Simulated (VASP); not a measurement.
These are PBEsol GGA, VASP's PBE PAW potentials (set 64) (plane waves; VASP 6.6.1) values and carry that method's errors.

A VASP calculation is set up with these files.

File KPOINTS:
```
Automatic mesh
0
Gamma
13 13 13
0 0 0
```

INCAR:
```
EDIFFG = -0.03   # ionic stop
NELM = 100   # most electronic steps
ENCUT = 400
EDIFF = 1E-5   # SCF stop (eV)
NELMIN = 4
LWAVE = .FALSE.
LCHARG = .FALSE.
SYSTEM = Ca
SIGMA = 0.1   # width (eV)
LREAL = .FALSE.
NSW = 20   # most ionic steps
ISIF = 2   # forces and stress, cell fixed
IBRION = 2   # conjugate gradients
ISMEAR = 1
ALGO = Fast
LASPH = .TRUE.   # aspherical one-centre terms
GGA = PS
PREC = Normal
```

File POSCAR:
```
Ca
1
    0.0000000000     2.7281564513     2.7281564513
    2.7281564513     0.0000000000     2.7281564513
    2.7281564513     2.7281564513     0.0000000000
Ca
1
Direct
  0.0000000000   0.0000000000   0.0000000000
```

POTCAR, in this order: Ca_sv (PBE.64 set). Program: vasp_std.

Output of the run:

### OSZICAR
```
       N       E                     dE             d eps       ncg     rms          rms(c)
DAV:   1     0.529427250772E+02    0.52943E+02   -0.45085E+03  1512   0.832E+02
DAV:   2    -0.112899967132E+01   -0.54072E+02   -0.53716E+02  1576   0.209E+02
DAV:   3    -0.211707662242E+01   -0.98808E+00   -0.97759E+00  2333   0.299E+01
DAV:   4    -0.214347463308E+01   -0.26398E-01   -0.26373E-01  2244   0.387E+00
DAV:   5    -0.214406147616E+01   -0.58684E-03   -0.58611E-03  2486   0.331E-01    0.226E+00
RMM:   6    -0.213655836509E+01    0.75031E-02   -0.61355E-03  1514   0.116E+00    0.139E+00
RMM:   7    -0.213251103937E+01    0.40473E-02   -0.18239E-02  1513   0.215E+00    0.105E-01
RMM:   8    -0.213258800915E+01   -0.76970E-04   -0.48211E-03  1672   0.765E-01    0.343E-02
RMM:   9    -0.213269082992E+01   -0.10282E-03   -0.14453E-03  1780   0.343E-01    0.366E-02
RMM:  10    -0.213273468068E+01   -0.43851E-04   -0.22123E-04  1659   0.177E-01    0.970E-02
RMM:  11    -0.213272311585E+01    0.11565E-04   -0.23885E-04  1773   0.167E-01    0.211E-02
RMM:  12    -0.213272917928E+01   -0.60634E-05   -0.70428E-05  1272   0.651E-02
   1 F= -.21327292E+01 E0= -.21325029E+01  d E =-.213273E+01
```

File OUTCAR:
```
------------------------ aborting loop because EDIFF is reached ----------------------------------------
  FORCE on cell =-STRESS in cart. coord.  units (eV):
  Direction    XX          YY          ZZ          XY          YZ          ZX
  --------------------------------------------------------------------------------------
  Total       -0.0121942     -0.0121942     -0.0121942      0.0000000     -0.0000000      0.0000000
  in kB       -0.4810887     -0.4810887     -0.4810887      0.0000000     -0.0000000      0.0000000
  external PRESSURE =      -0.4810887 kB  Pullay stress =       0.0000000 kB
  volume of cell :       40.61
      direct lattice vectors                 reciprocal lattice vectors
     0.000000000  2.728156451  2.728156451    -0.183273947  0.183273947  0.183273947
     2.728156451  0.000000000  2.728156451     0.183273947 -0.183273947  0.183273947
     2.728156451  2.728156451  0.000000000     0.183273947  0.183273947 -0.183273947
 POSITION                                       TOTAL-FORCE (eV/Angst)
 -----------------------------------------------------------------------------------
      0.00000      0.00000      0.00000         0.000000      0.000000      0.000000
 -----------------------------------------------------------------------------------
    total drift:                               -0.000000     -0.000000     -0.000000
  FREE ENERGIE OF THE ION-ELECTRON SYSTEM (eV)
  ---------------------------------------------------
  free  energy   TOTEN  =        -2.1327291793 eV

  energy  without entropy=       -2.1320502396  energy(sigma->0) =       -2.13250287

 reached required accuracy - stopping structural energy minimisation
```
(Selected blocks of OUTCAR.)

File OUTCAR:
```
 val. band max:        2.0104148976   @ k =  -0.3077   0.3846   0.0769

 cond. band min:       2.0445269404   @ k =   0.4615   0.0000   0.0000


 Fermi energy:         2.0424908453

 k-point     1 :       0.0000    0.0000    0.0000
  band No.  band energies     occupation
      1     -39.7165      2.00000
      2     -20.7023      2.00000
      3     -20.7023      2.00000
      4     -20.7023      2.00000
      5      -2.0595      2.00000
      6       4.4168      0.00000
      7       4.4168      0.00000
      8       4.4168      0.00000
      9       5.5451      0.00000

 k-point     2 :       0.0769    0.0000    0.0000
  band No.  band energies     occupation
      1     -39.7155      2.00000
      2     -20.7117      2.00000
      3     -20.7035      2.00000
      4     -20.7035      2.00000
      5      -1.9547      2.00000
      6       4.3024      0.00000
      7       4.4574      0.00000
      8       4.4574      0.00000
      9       5.5092      0.00000

 k-point     3 :       0.1538    0.0000    0.0000
  band No.  band energies     occupation
      1     -39.7129      2.00000
      2     -20.7378      2.00000
      3     -20.7071      2.00000
      4     -20.7071      2.00000
      5      -1.6467      2.00000
      6       3.9994     -0.00000
      7       4.5445      0.00000
      8       4.5445      0.00000
      9       5.4520      0.00000

 k-point     4 :       0.2308    0.0000    0.0000
  band No.  band energies     occupation
      1     -39.7092      2.00000
      2     -20.7743      2.00000
      3     -20.7121      2.00000
      4     -20.7121      2.00000
      5      -1.1556      2.00000
      6       3.5840     -0.00000
      7       4.5713      0.00000
      8       4.5713      0.00000
      9       5.5098      0.00000

 k-point     5 :       0.3077    0.0000    0.0000
  band No.  band energies     occupation
      1     -39.7053      2.00000
      2     -20.8127      2.00000
      3     -20.7173      2.00000
...
```

The compound is Ca in the fcc structure. It was relaxed first, which changed the volume by -7 %.
